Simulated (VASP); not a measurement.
# G0W0 gap of WS2 (Tungstenite) against strain, part 2 of 5

Wanted: the deformation potential of the gap of WS2 (Tungstenite), from G0W0. The cell has space group P6_3/mmc. The start is a cell from a database of measured crystal structures.

VASP 6.6.1, plane waves and PAW; the level of theory is named at each step.

So far. Step 2 (Relaxation): At PBE, with these data sets, the largest force is down to 2.1e-4 eV/Å.

The database entry behind the starting cell differs from later determinations by our own check (an axis about 1.4 % long against later determinations), so it need not match the best structure at ambient conditions.

## 3. Ground state

This step: PBE, no spin polarisation; plane waves and PAW (W_sv_GW, S_GW) (VASP 6.6.1).

The orbitals come from a self-consistent PBE run with a tight EDIFF and a narrow smearing. KPOINTS_OPT adds the bands along a path, which shows whether the mesh holds the band edges.

Contents of INCAR:

```
SYSTEM = WS2
PREC = Accurate
ENCUT = 340
EDIFF = 1E-08
NELM = 100
ISMEAR = 0
SIGMA = 0.01
LREAL = .FALSE.
ALGO = Normal
GGA = PE
NBANDS = 32
LASPH = .TRUE.
LORBIT = 11
LWAVE = .TRUE.
LCHARG = .FALSE.
KPAR = 4
```

Contents of POSCAR:

```
WS2
1.0
    3.1800000000      0.0000000000      0.0000000000
   -1.5900000000      2.7539607840      0.0000000000
    0.0000000000      0.0000000000     12.5000000000
W S
2 4
Direct
    0.6666666667      0.3333333333      0.7500000000
    0.3333333333      0.6666666667      0.2500000000
    0.6666666667      0.3333333333      0.3752671102
    0.3333333333      0.6666666667      0.8752671102
    0.6666666667      0.3333333333      0.1247328898
    0.3333333333      0.6666666667      0.6247328898
```

Contents of KPOINTS:

```
Automatic mesh
0
Gamma
6 6 1
0 0 0
```

Contents of KPOINTS_OPT:

```
Line mode
12
Line-mode
Reciprocal
  0.00000000   0.00000000   0.00000000 GAMMA
  0.50000000   0.00000000   0.00000000 M

  0.50000000   0.00000000   0.00000000 M
  0.33333333   0.33333333   0.00000000 K

  0.33333333   0.33333333   0.00000000 K
  0.00000000   0.00000000   0.00000000 GAMMA

  0.00000000   0.00000000   0.00000000 GAMMA
  0.00000000   0.00000000   0.50000000 A

  0.00000000   0.00000000   0.50000000 A
  0.50000000   0.00000000   0.50000000 L

  0.50000000   0.00000000   0.50000000 L
  0.33333333   0.33333333   0.50000000 H

  0.33333333   0.33333333   0.50000000 H
  0.00000000   0.00000000   0.50000000 A

  0.50000000   0.00000000   0.50000000 L
  0.50000000   0.00000000   0.00000000 M

  0.33333333   0.33333333   0.00000000 K
  0.33333333   0.33333333   0.50000000 H
```

The projector-augmented-wave data sets are W_sv_GW and S_GW (PBE family, release 64).

Launch:

```sh
mpirun -np 8 vasp_std
```

Log:

```text
[banner, memory and clock lines left out]
running    8 mpi-ranks, on    1 nodes
 distrk:  each k-point on    2 cores,    4 groups
 distr:  one band on    1 cores,    2 groups

 POSCAR found type information on POSCAR W S
 POSCAR found :  2 types and       6 ions
 [... a notice as in an earlier step ...]

 LDA part: xc-table for (Slater+PW92), standard interpolation
 POSCAR, INCAR and KPOINTS ok, starting setup
 FFT: planning ... GRIDC
 FFT: planning ... GRID_SOFT
 FFT: planning ... GRID
 WAVECAR not read
 entering main loop
       N       E                     dE             d eps       ncg     rms          rms(c)
DAV:   1     0.342947691710E+03    0.34295E+03   -0.24008E+04   528   0.109E+03
DAV:   2    -0.309396353279E+02   -0.37389E+03   -0.36816E+03   600   0.320E+02
DAV:   3    -0.559037882265E+02   -0.24964E+02   -0.24883E+02   576   0.811E+01
DAV:   4    -0.567853921069E+02   -0.88160E+00   -0.88094E+00   632   0.155E+01
DAV:   5    -0.567989366049E+02   -0.13544E-01   -0.13542E-01   592   0.208E+00    0.102E+02
DAV:   6    -0.517449242708E+02    0.50540E+01   -0.27877E+01   512   0.219E+01    0.951E+01
DAV:   7    -0.519611235715E+02   -0.21620E+00   -0.11339E+01   552   0.142E+01    0.458E+00
DAV:   8    -0.512956540439E+02    0.66547E+00   -0.30343E+00   568   0.770E+00    0.215E+00
DAV:   9    -0.513097269160E+02   -0.14073E-01   -0.21360E-01   568   0.217E+00    0.131E+00
DAV:  10    -0.513085406651E+02    0.11863E-02   -0.21049E-02   592   0.764E-01    0.714E-01
DAV:  11    -0.513080901468E+02    0.45052E-03   -0.26773E-03   552   0.245E-01    0.309E-01
DAV:  12    -0.513081800429E+02   -0.89896E-04   -0.43166E-04   592   0.921E-02    0.140E-01
DAV:  13    -0.513081879247E+02   -0.78818E-05   -0.45419E-05   624   0.283E-02    0.670E-02
DAV:  14    -0.513081950223E+02   -0.70976E-05   -0.12879E-05   512   0.197E-02    0.454E-02
DAV:  15    -0.513081960193E+02   -0.99700E-06   -0.25523E-06   616   0.759E-03    0.665E-03
DAV:  16    -0.513081959986E+02    0.20656E-07   -0.58791E-07   592   0.352E-03    0.304E-03
DAV:  17    -0.513081960291E+02   -0.30492E-07   -0.13271E-07   608   0.181E-03    0.315E-03
DAV:  18    -0.513081959447E+02    0.84392E-07   -0.18054E-08   424   0.701E-04    0.503E-04
DAV:  19    -0.513081959470E+02   -0.22756E-08   -0.23340E-09   368   0.267E-04
   1 F= -.51308196E+02 E0= -.51308196E+02  d E =-.547327E-60
 Start KPOINTS_OPT (optional k-point list driver)
k-point batch [1-7\108]
       N       E                     dE             ncg
DAV:   1    -0.100778192271E+04   -0.29600E+04      520
DAV:   2    -0.388442963802E+04   -0.28766E+04      616
DAV:   3    -0.407421099287E+04   -0.18978E+03      568
DAV:   4    -0.408254510745E+04   -0.83341E+01      656
DAV:   5    -0.408272207031E+04   -0.17696E+00      584
DAV:   6    -0.408272958224E+04   -0.75119E-02      664
DAV:   7    -0.408272988537E+04   -0.30313E-03      624
DAV:   8    -0.408272989829E+04   -0.12928E-04      696
DAV:   9    -0.408272989877E+04   -0.47411E-06      560
DAV:  10    -0.408272989879E+04   -0.22575E-07      416
DAV:  11    -0.408272989879E+04   -0.36521E-08      392
[...]
k-point batch [106-108\108]
       N       E                     dE             ncg
DAV:   1     0.633583758956E+04   -0.60976E+04      232
DAV:   2     0.524314346018E+04   -0.10927E+04      256
DAV:   3     0.517228041133E+04   -0.70863E+02      240
DAV:   4     0.516964518637E+04   -0.26352E+01      288
DAV:   5     0.516961507678E+04   -0.30110E-01      240
DAV:   6     0.516961410862E+04   -0.96816E-03      288
DAV:   7     0.516961408619E+04   -0.22431E-04      256
DAV:   8     0.516961408489E+04   -0.13037E-05      312
DAV:   9     0.516961408488E+04   -0.65047E-08      216
 writing wavefunctions
```

Elapsed: 41 s, on 8 MPI ranks of Intel Xeon Platinum 8259CL at 2.50GHz (Skylake/Cascade Lake), shared host; peak memory 1.5 GiB.

From OUTCAR (step 3):

```text
 Found      7 irreducible k-points:

   k-points           NKPTS =      7   k-points in BZ     NKDIM =      7   number of bands    NBANDS=     32

   dimension x,y,z NGX =    20 NGY =   20 NGZ =   80
   dimension x,y,z NGXF=    40 NGYF=   40 NGZF=  160

   ENCUT  =  340.0 eV  24.99 Ry    5.00 a.u.   4.78  4.78 18.79*2*pi/ulx,y,z

   NELECT =      52.0000    total number of electrons

 E-fermi :   7.6019

 k-point     1 :       0.0000    0.0000    0.0000
  band No.  band energies     occupation
    ...
     22       5.2489      2.00000
     23       5.2489      2.00000
     24       5.9264      2.00000
     25       6.3938      2.00000
     26       7.4879      2.00000
     27       9.7408      0.00000
     28       9.7410      0.00000
     29       9.7491      0.00000
     30       9.7498      0.00000
     31       9.8284      0.00000
    ...

 k-point     2 :       0.1667    0.0000    0.0000
  band No.  band energies     occupation
    ...
     22       4.6549      2.00000
     23       5.1835      2.00000
     24       6.0071      2.00000
     25       6.3169      2.00000
     26       6.6841      2.00000
     27       9.0599      0.00000
     28       9.4831      0.00000
     29       9.5985      0.00000
     30       9.6769      0.00000
     31       9.7108      0.00000
    ...

  Total       -0.1337663     -0.1337663      1.1753281      0.0000000      0.0000000      0.0000000
  in kB       -1.9577740     -1.9577740     17.2018363      0.0000000      0.0000000      0.0000000
  external PRESSURE =       4.4287627 kB  Pullay stress =       0.0000000 kB

  energy-cutoff  :      340.00
  volume of cell :      109.47
      direct lattice vectors                 reciprocal lattice vectors
     3.180000000  0.000000000  0.000000000     0.314465409  0.181556688  0.000000000
    -1.590000000  2.753960784  0.000000000     0.000000000  0.363113377  0.000000000
     0.000000000  0.000000000 12.500000000     0.000000000  0.000000000  0.080000000

 POSITION                                       TOTAL-FORCE (eV/Angst)
 -----------------------------------------------------------------------------------
      1.59000      0.91799      9.37500         0.000000     -0.000000      0.000000
     -0.00000      1.83597      3.12500        -0.000000      0.000000      0.000000
      1.59000      0.91799      4.69084         0.000000     -0.000000      0.071167
     -0.00000      1.83597     10.94084        -0.000000      0.000000      0.071167
      1.59000      0.91799      1.55916         0.000000     -0.000000     -0.071167
     -0.00000      1.83597      7.80916         0.000000      0.000000     -0.071167
 -----------------------------------------------------------------------------------
    total drift:                               -0.000000      0.000000     -0.000000

  FREE ENERGIE OF THE ION-ELECTRON SYSTEM (eV)
  ---------------------------------------------------
  free  energy   TOTEN  =       -51.3081959470 eV

  energy  without entropy=      -51.3081959470  energy(sigma->0) =      -51.30819595

 total charge
# of ion       s       p       d       f       tot
--------------------------------------------------
    1        3.034   6.028   3.041   0.063  12.167
    2        3.034   6.028   3.041   0.063  12.167
    3        1.350   2.326   0.078   0.000   3.754
    4        1.350   2.326   0.078   0.000   3.754
    5        1.350   2.326   0.078   0.000   3.754
    6        1.350   2.326   0.078   0.000   3.754
--------------------------------------------------
tot         11.469  21.361   6.394   0.127  39.351

[... 4 parts as in an earlier step ...]

[... 6 further parts left out ...]
```

This step gave:

```
free energy (TOTEN)               : -51.3082 eV
Fermi energy                      : 7.602 eV
pressure                          : 0.4429 GPa
least gap on mesh and path        : 1.044 eV
least direct gap on mesh and path : 1.743 eV
```

The highest empty bands on the path are converged less tightly, to about 0.1 eV. Electronic bands along the path, in eV, zero at the valence-band top; v1 is the highest filled band, c1 the lowest empty one:

```
          point     v4     v3     v2     v1    c1    c2    c3    c4
              Γ  -2.24  -1.56  -1.09   0.00  2.25  2.25  2.26  2.26
0.45 of the way  -2.49  -1.75  -1.41  -1.30  1.38  1.86  2.05  2.24
              M  -2.00  -1.83  -1.66  -1.50  2.21  2.25  2.56  2.78
0.45 of the way  -2.90  -2.58  -1.23  -1.01  1.93  2.02  2.77  2.89
              K  -2.90  -2.90  -0.72  -0.55  1.19  1.19  2.18  3.26
0.45 of the way  -2.12  -1.96  -1.53  -1.49  1.05  1.84  2.14  2.23
              Γ  -2.24  -1.56  -1.09   0.00  2.25  2.25  2.26  2.26
0.45 of the way  -2.24  -2.01  -0.74  -0.06  2.25  2.25  2.25  2.26
              A  -2.26  -2.26  -0.30  -0.30  2.25  2.25  2.25  2.25
0.45 of the way  -2.22  -2.22  -1.31  -1.31  1.75  1.75  1.95  1.95
              L  -1.91  -1.91  -1.56  -1.56  2.23  2.23  2.69  2.69
0.55 of the way  -2.82  -2.82  -1.03  -1.03  1.83  1.83  2.84  2.84
              H  -3.03  -3.03  -0.64  -0.64  1.19  1.19  2.65  2.65
0.55 of the way  -1.95  -1.95  -1.42  -1.42  1.43  1.43  2.08  2.08
              A  -2.26  -2.26  -0.30  -0.30  2.25  2.25  2.25  2.27
      jump to L  -1.91  -1.91  -1.56  -1.56  2.23  2.23  2.69  2.69
0.45 of the way  -1.97  -1.86  -1.62  -1.52  2.22  2.24  2.61  2.75
              M  -2.00  -1.83  -1.66  -1.50  2.21  2.25  2.56  2.78
      jump to K  -2.90  -2.90  -0.72  -0.55  1.19  1.19  2.18  3.26
0.55 of the way  -2.97  -2.97  -0.70  -0.59  1.19  1.19  2.33  3.02
              H  -3.03  -3.03  -0.64  -0.64  1.19  1.19  2.65  2.65
```

Of the projections kept (W, S), the largest for each band there, as a share of the weight inside these atoms' spheres; weight between the spheres isn't counted:

```csv
point,v4,v3,v2,v1,c1,c2,c3,c4
Γ,W 0.52,S 0.96,W 0.79,W 0.70,W 0.51,W 0.51,S 0.51,S 0.51
M,S 0.89,S 0.88,W 0.58,W 0.66,W 0.96,W 0.96,W 0.89,W 0.91
K,S 0.72,S 0.72,W 0.80,W 0.77,W 0.94,W 0.94,W 0.68,W 0.65
Γ,W 0.52,S 0.96,W 0.79,W 0.70,W 0.51,W 0.51,S 0.51,S 0.51
A,W 0.51,W 0.51,W 0.66,W 0.66,W 0.50,W 0.50,W 0.50,W 0.50
L,S 0.88,S 0.88,W 0.62,W 0.62,W 0.96,W 0.96,W 0.90,W 0.90
```

The cell has a gap of 1.04 eV on mesh and path. Spin-orbit coupling is left out, which can shift or reorder these edges. Forces of up to 0.071 eV/Å remain in these settings.

## 4. Empty bands

ALGO = Exact makes the empty bands from the converged ground state in one step. LOPTICS writes the k-derivatives of the orbitals (WAVEDER), which give the long-wavelength limit of the screening.

Contents of INCAR:

```
SYSTEM = WS2
PREC = Accurate
ENCUT = 340
ISMEAR = 0
SIGMA = 0.01
LREAL = .FALSE.
GGA = PE
NBANDS = 328
LASPH = .TRUE.
ALGO = Exact
NELM = 1
LWAVE = .TRUE.
LCHARG = .FALSE.
LOPTICS = .TRUE.
NEDOS = 1000
CSHIFT = 0.1
```

POSCAR is that of step 3.

KPOINTS is that of step 3.

Launch:

```sh
mpirun -np 8 vasp_std
```

Log:

```text
[banner, memory and clock lines left out]
running    8 mpi-ranks, on    1 nodes
 distrk:  each k-point on    8 cores,    1 groups
 distr:  one band on    1 cores,    8 groups

 POSCAR found type information on POSCAR W S
 POSCAR found :  2 types and       6 ions
 [... a notice as in an earlier step ...]

 LDA part: xc-table for (Slater+PW92), standard interpolation
 found WAVECAR, reading the header
  number of bands has changed, file:    32 present:   328
  trying to continue reading WAVECAR, but it might fail
 POSCAR, INCAR and KPOINTS ok, starting setup
 FFT: planning ... GRIDC
 FFT: planning ... GRID_SOFT
 FFT: planning ... GRID
 reading WAVECAR
 random initialization beyond band           32
 the WAVECAR file was read successfully
 initial charge from wavefunction
 entering main loop
       N       E                     dE             d eps       ncg     rms          rms(c)
DIA:   1    -0.513081959519E+02   -0.51308E+02    0.00000E+00     0   0.000E+00
   1 F= -.51308196E+02 E0= -.51308196E+02  d E =-.349261E-28
 writing wavefunctions
 optical routines
 imaginary and real dielectric function
 recalculating local potential from charge density
 direction            1
 direction            2
 direction            3
```

The job ended after 17 s (8 MPI ranks; peak memory 1.5 GiB; 1.7 min of CPU time).

Parts of OUTCAR (step 4):

```text
 Found      7 irreducible k-points:

   k-points           NKPTS =      7   k-points in BZ     NKDIM =      7   number of bands    NBANDS=    328

   NELECT =      52.0000    total number of electrons

 E-fermi :   7.5632

 k-point     1 :       0.0000    0.0000    0.0000
  band No.  band energies     occupation
    ...
     22       5.2489      2.00000
     23       5.2489      2.00000
     24       5.9264      2.00000
     25       6.3939      2.00000
     26       7.4879      2.00000
     27       9.7408      0.00000
     28       9.7408      0.00000
     29       9.7490      0.00000
     30       9.7490      0.00000
     31       9.8282      0.00000
    ...

 k-point     2 :       0.1667    0.0000    0.0000
  band No.  band energies     occupation
    ...
     22       4.6549      2.00000
     23       5.1835      2.00000
     24       6.0071      2.00000
     25       6.3169      2.00000
     26       6.6841      2.00000
     27       9.0599      0.00000
     28       9.4832      0.00000
     29       9.5985      0.00000
     30       9.6769      0.00000
     31       9.7108      0.00000
    ...

  Total       -0.1338614     -0.1338614      1.1743683      0.0000000      0.0000000      0.0000000
  in kB       -1.9591645     -1.9591645     17.1877885      0.0000000      0.0000000      0.0000000
  external PRESSURE =       4.4231532 kB  Pullay stress =       0.0000000 kB

 POSITION                                       TOTAL-FORCE (eV/Angst)
 -----------------------------------------------------------------------------------
      1.59000      0.91799      9.37500         0.000000     -0.000000      0.000000
     -0.00000      1.83597      3.12500        -0.000000      0.000000      0.000000
      1.59000      0.91799      4.69084         0.000000      0.000000      0.071178
     -0.00000      1.83597     10.94084         0.000000      0.000000      0.071178
      1.59000      0.91799      1.55916         0.000000      0.000000     -0.071178
     -0.00000      1.83597      7.80916         0.000000      0.000000     -0.071178
 -----------------------------------------------------------------------------------
    total drift:                               -0.000000      0.000000     -0.000000

  FREE ENERGIE OF THE ION-ELECTRON SYSTEM (eV)
  ---------------------------------------------------
  free  energy   TOTEN  =       -51.3081959519 eV

  energy  without entropy=      -51.3081959519  energy(sigma->0) =      -51.30819595

 plasma frequency squared (from intraband transitions) (eV^2)
  --------------------------------------------------------------------------------------
       0.000       0.000       0.000
       0.000       0.000       0.000
       0.000      -0.000       0.000

[... 9 parts as in an earlier step ...]

[... 4 further parts left out ...]
```

The gap is read on the k-mesh alone, so it is an upper bound where the band edges lie off the mesh, and a coarse mesh can show a gap where there is none.

A gap read on the k-mesh alone can miss the band edges.

This step gave:

| Quantity | Value |
| --- | --- |
| gap on the k-mesh | 1.044 eV |
| least direct gap on the k-mesh | 1.743 eV |

WAVECAR now holds 328 bands for 52 electrons. Its independent-particle dielectric tensor has xx, yy, zz = 15.5, 15.5, 9.4 on this mesh. It isn't tested for convergence in mesh or bands and lacks local fields, and at a small direct gap a coarse mesh makes it too large, which overscreens the GW step.

(Continued in part 3 of 5.)

[Lines on the potential files, build, host, timing and source positions are cut from VASP's logs without a mark.]

[Logs are printed without paths, hosts, clocks, repeated set-up lines and the standing remarks that a program may print on its own settings, such as how far it seeks lower states.]

[Hosts, paths, dates, database ids (printed as entryN), source tags and the programs' standing remarks are cut or masked in the printed files.]

[Pressures printed for these runs are not shown converged in the cutoff: they can be off by several GPa and have the wrong sign.]

[In band tables of VASP the shares of atoms and orbitals are scaled to a sum of 1 inside the atoms' spheres.]
